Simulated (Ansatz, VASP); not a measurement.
# SiC in two plane-wave programs, part 3 of 3

Wanted: the spread between two codes on one cell, functional and k mesh. The cell is taken from a series of runs on this material, whose earlier steps may have relaxed, scaled, displaced or heated it; both programs get it as it stands.

VASP 6.6.1 and Ansatz 0.2.0.

So far: Starting point; Ansatz: zone-centre phonons, LDA; VASP: zone-centre phonons, LDA.

## 3. VASP: zone-centre phonons, LDA (continued)

Level of this step: LDA; plane waves and PAW (C, Si) (VASP).

Numbers of over 12 decimals in the logs are rounded to 6 here.

OUTCAR, selected parts (step 3):

```text
ion  position               nearest neighbor table
   1  0.667  0.333  0.751-   7 1.84   7 1.84   7 1.84   5 1.88
   2  0.333  0.667  0.251-   8 1.84   8 1.84   8 1.84   6 1.88
   3  0.000  0.000  0.501-   6 1.85   6 1.85   6 1.85   7 1.87
   4  0.000  0.000  0.001-   5 1.85   5 1.85   5 1.85   8 1.87
   5  0.667  0.333  0.937-   4 1.85   4 1.85   4 1.85   1 1.88   7 3.05   7 3.05   7 3.05   8 3.05
                             8 3.05   8 3.05
   6  0.333  0.667  0.437-   3 1.85   3 1.85   3 1.85   2 1.88   8 3.05   8 3.05   8 3.05   7 3.05
                             7 3.05   7 3.05
   7  0.000  0.000  0.687-   1 1.84   1 1.84   1 1.84   3 1.87   5 3.05   5 3.05   5 3.05   6 3.05
                             6 3.05   6 3.05
   8  0.000  0.000  0.187-   2 1.84   2 1.84   2 1.84   4 1.87   6 3.05   6 3.05   6 3.05   5 3.05
                             5 3.05   5 3.05

  LATTYP: Found a hexagonal cell.
 ALAT       =     2.9973327293
 C/A-ratio  =     3.3553843867

 Subroutine GETGRP returns: Found 12 space group operations
 (whereof  6 operations were pure point group operations)

The static configuration has the point symmetry C_3v.
 The point group associated with its full space group is C_6v.

 Found     36 irreducible k-points:

   k-points           NKPTS =     36   k-points in BZ     NKDIM =     36   number of bands    NBANDS=     24

   dimension x,y,z NGX =    24 NGY =   24 NGZ =   80
   dimension x,y,z NGXF=    48 NGYF=   48 NGZF=  160

   ENCUT  =  600.0 eV  44.10 Ry    6.64 a.u.   5.99  5.99 20.09*2*pi/ulx,y,z

   NELECT =      32.0000    total number of electrons

 k-points in reciprocal lattice and weights: Automatic mesh
   0.00000000  0.00000000  0.00000000       0.003
   0.11111111 -0.00000000  0.00000000       0.019
   0.22222222 -0.00000000  0.00000000       0.019
   0.33333333  0.00000000  0.00000000       0.019
   0.44444444 -0.00000000  0.00000000       0.019
   0.11111111  0.11111111  0.00000000       0.019
   0.22222222  0.11111111  0.00000000       0.037
   0.33333333  0.11111111  0.00000000       0.037
   0.44444444  0.11111111  0.00000000       0.019
[...]
0.33333333  0.22222222  0.50000000       0.037
   0.33333333  0.33333333  0.50000000       0.006

 average (electrostatic) potential at core
       1 -48.1997       2 -48.1997       3 -48.2505       4 -48.2505       5 -81.1652
       6 -81.1652       7 -81.1226       8 -81.1226

   1 f  =   28.328608 THz   177.993891 2PiTHz  944.940634 cm-1   117.157654 meV
             X         Y         Z           dx          dy          dz
      1.498666  0.865255  7.548758    -0.000000    0.000000    0.187096
     -0.000000  1.730511  2.520156     0.000000   -0.000000   -0.187096
      0.000000  0.000000  5.039892    -0.000000   -0.000000    0.587238
      0.000000  0.000000  0.011290    -0.000000    0.000000   -0.587238
      1.498666  0.865255  9.425078     0.000000   -0.000000    0.179810
     -0.000000  1.730511  4.396477     0.000000    0.000000   -0.179810
      0.000000  0.000000  6.910779     0.000000   -0.000000   -0.296336
      0.000000  0.000000  1.882177    -0.000000    0.000000    0.296336

   2 f  =   28.073375 THz   176.390214 2PiTHz  936.426977 cm-1   116.102096 meV
             X         Y         Z           dx          dy          dz
      1.498666  0.865255  7.548758    -0.000000    0.000000   -0.585243
     -0.000000  1.730511  2.520156     0.000000    0.000000    0.585243
      0.000000  0.000000  5.039892    -0.000000   -0.000000    0.188834
      0.000000  0.000000  0.011290     0.000000    0.000000   -0.188834
      1.498666  0.865255  9.425078     0.000000   -0.000000    0.296301
     -0.000000  1.730511  4.396477     0.000000    0.000000   -0.296301
      0.000000  0.000000  6.910779     0.000000   -0.000000    0.184493
      0.000000  0.000000  1.882177    -0.000000   -0.000000   -0.184493

   3 f  =   25.778446 THz   161.970754 2PiTHz  859.876408 cm-1   106.611039 meV
             X         Y         Z           dx          dy          dz
      1.498666  0.865255  7.548758    -0.000000    0.000000    0.477728
     -0.000000  1.730511  2.520156    -0.000000    0.000000    0.477728
      0.000000  0.000000  5.039892    -0.000000    0.000000   -0.520399
      0.000000  0.000000  0.011290    -0.000000    0.000000   -0.520399
      1.498666  0.865255  9.425078     0.000000   -0.000000    0.030854
     -0.000000  1.730511  4.396477     0.000000   -0.000000    0.030854
      0.000000  0.000000  6.910779    -0.000000   -0.000000   -0.002927
      0.000000  0.000000  1.882177    -0.000000   -0.000000   -0.002927

   4 f  =   25.193069 THz   158.292723 2PiTHz  840.350338 cm-1   104.190116 meV
             X         Y         Z           dx          dy          dz
      1.498666  0.865255  7.548758     0.199592   -0.362586    0.000000
     -0.000000  1.730511  2.520156     0.199592   -0.362586    0.000000
      0.000000  0.000000  5.039892     0.203984   -0.370564   -0.000000
      0.000000  0.000000  0.011290     0.203984   -0.370564   -0.000000
      1.498666  0.865255  9.425078    -0.132760    0.241177    0.000000
     -0.000000  1.730511  4.396477    -0.132760    0.241177   -0.000000
      0.000000  0.000000  6.910779    -0.131160    0.238270   -0.000000
      0.000000  0.000000  1.882177    -0.131160    0.238270   -0.000000

   5 f  =   25.193069 THz   158.292723 2PiTHz  840.350338 cm-1   104.190116 meV
             X         Y         Z           dx          dy          dz
      1.498666  0.865255  7.548758    -0.362586   -0.199592    0.000000
     -0.000000  1.730511  2.520156    -0.362586   -0.199592    0.000000
      0.000000  0.000000  5.039892    -0.370564   -0.203984   -0.000000
      0.000000  0.000000  0.011290    -0.370564   -0.203984   -0.000000
      1.498666  0.865255  9.425078     0.241177    0.132760    0.000000
     -0.000000  1.730511  4.396477     0.241177    0.132760    0.000000
      0.000000  0.000000  6.910779     0.238270    0.131160    0.000000
      0.000000  0.000000  1.882177     0.238270    0.131160   -0.000000

   6 f  =   24.847233 THz   156.119768 2PiTHz  828.814475 cm-1   102.759852 meV
             X         Y         Z           dx          dy          dz
      1.498666  0.865255  7.548758    -0.232492    0.422351    0.000000
     -0.000000  1.730511  2.520156     0.232492   -0.422351    0.000000
      0.000000  0.000000  5.039892     0.173626   -0.315415   -0.000000
      0.000000  0.000000  0.011290    -0.173626    0.315415   -0.000000
      1.498666  0.865255  9.425078     0.121653   -0.220998   -0.000000
     -0.000000  1.730511  4.396477    -0.121653    0.220998    0.000000
      0.000000  0.000000  6.910779     0.131443   -0.238783   -0.000000
      0.000000  0.000000  1.882177    -0.131443    0.238783   -0.000000

   7 f  =   24.847233 THz   156.119768 2PiTHz  828.814475 cm-1   102.759852 meV
             X         Y         Z           dx          dy          dz
      1.498666  0.865255  7.548758     0.422351    0.232492    0.000000
     -0.000000  1.730511  2.520156    -0.422351   -0.232492    0.000000
      0.000000  0.000000  5.039892    -0.315415   -0.173626   -0.000000
      0.000000  0.000000  0.011290     0.315415    0.173626   -0.000000
      1.498666  0.865255  9.425078    -0.220998   -0.121653   -0.000000
     -0.000000  1.730511  4.396477     0.220998    0.121653    0.000000
      0.000000  0.000000  6.910779    -0.238783   -0.131443    0.000000
      0.000000  0.000000  1.882177     0.238783    0.131443   -0.000000

   8 f  =   24.647450 THz   154.864497 2PiTHz  822.150444 cm-1   101.933618 meV
             X         Y         Z           dx          dy          dz
      1.498666  0.865255  7.548758    -0.172396    0.313171   -0.000000
     -0.000000  1.730511  2.520156     0.172396   -0.313171   -0.000000
      0.000000  0.000000  5.039892    -0.231850    0.421174    0.000000
      0.000000  0.000000  0.011290     0.231850   -0.421174    0.000000
      1.498666  0.865255  9.425078    -0.132263    0.240267   -0.000000
     -0.000000  1.730511  4.396477     0.132263   -0.240267   -0.000000
      0.000000  0.000000  6.910779     0.123741   -0.224785   -0.000000
      0.000000  0.000000  1.882177    -0.123741    0.224785   -0.000000

   9 f  =   24.647450 THz   154.864497 2PiTHz  822.150444 cm-1   101.933618 meV
             X         Y         Z           dx          dy          dz
      1.498666  0.865255  7.548758    -0.313171   -0.172396    0.000000
     -0.000000  1.730511  2.520156     0.313171    0.172396    0.000000
      0.000000  0.000000  5.039892    -0.421174   -0.231850   -0.000000
      0.000000  0.000000  0.011290     0.421174    0.231850   -0.000000
      1.498666  0.865255  9.425078    -0.240267   -0.132263    0.000000
     -0.000000  1.730511  4.396477     0.240267    0.132263    0.000000
      0.000000  0.000000  6.910779     0.224785    0.123741   -0.000000
      0.000000  0.000000  1.882177    -0.224785   -0.123741    0.000000

  10 f  =   24.413056 THz   153.391752 2PiTHz  814.331877 cm-1   100.964240 meV
             X         Y         Z           dx          dy          dz
      1.498666  0.865255  7.548758     0.208658   -0.379059   -0.000000
     -0.000000  1.730511  2.520156     0.208658   -0.379059   -0.000000
      0.000000  0.000000  5.039892    -0.204818    0.372082    0.000000
      0.000000  0.000000  0.011290    -0.204818    0.372082    0.000000
      1.498666  0.865255  9.425078     0.122803   -0.223090   -0.000000
     -0.000000  1.730511  4.396477     0.122803   -0.223090   -0.000000
      0.000000  0.000000  6.910779    -0.125315    0.227654   -0.000000
      0.000000  0.000000  1.882177    -0.125315    0.227654   -0.000000

  11 f  =   24.413056 THz   153.391752 2PiTHz  814.331877 cm-1   100.964240 meV
             X         Y         Z           dx          dy          dz
      1.498666  0.865255  7.548758     0.379059    0.208658    0.000000
     -0.000000  1.730511  2.520156     0.379059    0.208658    0.000000
      0.000000  0.000000  5.039892    -0.372082   -0.204818   -0.000000
      0.000000  0.000000  0.011290    -0.372082   -0.204818   -0.000000
    [... 145 further lines ...]
      0.000000  0.000000  6.910779    -0.000000    0.000000    0.418450
      0.000000  0.000000  1.882177    -0.000000    0.000000    0.418450

 MACROSCOPIC STATIC DIELECTRIC TENSOR IONIC CONTRIBUTION
 ------------------------------------------------------
           3.122510    -0.000000    -0.000000
          -0.000000     3.122510    -0.000000
          -0.000000    -0.000000     3.675055
 ------------------------------------------------------

 ELASTIC MODULI CONTR FROM IONIC RELAXATION (kBar)
 Direction    XX          YY          ZZ          XY          YZ          ZX
 --------------------------------------------------------------------------------
 XX        -711.1468    347.2381    267.1719      0.0000      0.0000      0.0000
 YY         347.2381   -711.1468    267.1719      0.0000     -0.0000     -0.0000
 ZZ         267.1719    267.1719   -393.2034     -0.0000     -0.0000     -0.0000
 XY           0.0000      0.0000     -0.0000   -529.1924      0.0000      0.0000
 YZ          -0.0000     -0.0000     -0.0000      0.0000   -186.1959      0.0000
 ZX           0.0000     -0.0000     -0.0000      0.0000      0.0000   -196.4615
 --------------------------------------------------------------------------------

 PIEZOELECTRIC TENSOR IONIC CONTR  for field in x, y, z        (C/m^2)
          XX          YY          ZZ          XY          YZ          ZX
  --------------------------------------------------------------------------------
  x    -0.00000     0.00000     0.00000    -0.00000    -0.00000     0.73622
  y    -0.00000     0.00000     0.00000    -0.00000     0.71658    -0.00000
  z     0.76868     0.76868    -1.12981    -0.00000    -0.00000    -0.00000
```

## 4. Side by side

Known differences besides the potentials themselves: the two LDA forms differ slightly; fixed occupations in Ansatz, narrow Gaussian smearing in VASP; VASP's response is taken on the typed mesh, Ansatz refines its own for the field response alone; the cutoff is 420 eV in Ansatz and 600 eV in VASP; VASP's log shows a relativistic correction to its local exchange, Ansatz's none. Total energies have different zeros and are not compared.

Both answers:

```tsv
quantity	Ansatz	VASP	difference
ε∞ xx	6.84	6.92	-1.05 %
ε∞ yy	6.84	6.92	-1.05 %
ε∞ zz	7.31	7.32	-0.18 %
Born charge of C1 (mean of the diagonal) (e)	-2.76	-2.75	-0.02
Born charge of Si5 (mean of the diagonal) (e)	2.72	2.70	+0.02
optical mode 1 to 2 (cm⁻¹)	190.8	190.7	+0.02 %
optical mode 3 to 4 (cm⁻¹)	198.1	198.1	-0.03 %
optical mode 5 to 6 (cm⁻¹)	256.9	257.0	-0.04 %
optical mode 7 (cm⁻¹)	407.2	407.7	-0.12 %
optical mode 8 (cm⁻¹)	414.4	415.2	-0.18 %
optical mode 9 (cm⁻¹)	620.9	620.0	+0.14 %
optical mode 10 (cm⁻¹)	803.5	803.2	+0.04 %
optical mode 11 to 12 (cm⁻¹)	814.4	814.3	+0.01 %
optical mode 13 to 14 (cm⁻¹)	822.5	822.2	+0.05 %
optical mode 15 to 16 (cm⁻¹)	829.2	828.8	+0.05 %
optical mode 17 to 18 (cm⁻¹)	840.5	840.4	+0.01 %
optical mode 19 (cm⁻¹)	859.7	859.9	-0.02 %
optical mode 20 (cm⁻¹)	937.1	936.4	+0.07 %
optical mode 21 (cm⁻¹)	945.8	944.9	+0.10 %
```

Modes are paired by rising frequency, not by their patterns, so a pair may set unlike modes beside each other; they are those without the splitting of longitudinal modes.

## 5. Summary of results

| Quantity | Value |
| --- | --- |
| r.m.s. difference of the optical zone-centre modes, each program's sorted by frequency (zone-centre phonons, LDA) | 0.42 cm⁻¹ |
| difference in ε∞ xx (zone-centre phonons, LDA) | -1.0 % |

In words: The r.m.s. difference of the optical zone-centre modes, each program's sorted by frequency is 0.42 cm⁻¹ (zone-centre phonons, LDA). Among the rows given in per cent, the largest difference of the zone-centre phonons, LDA pair is in ε∞ xx, -1.0 %. How closely two codes agree says nothing of how well the functional describes the real material.

[Lines on the potential files, build, host, timing and source positions are cut from VASP's logs without a mark.]

[Logs are printed without paths, hosts, clocks, repeated set-up lines and the standing remarks that a program may print on its own settings, such as how far it seeks lower states.]

[Hosts, paths, dates, database ids (printed as entryN), source tags and the programs' standing remarks are cut or masked in the printed files.]
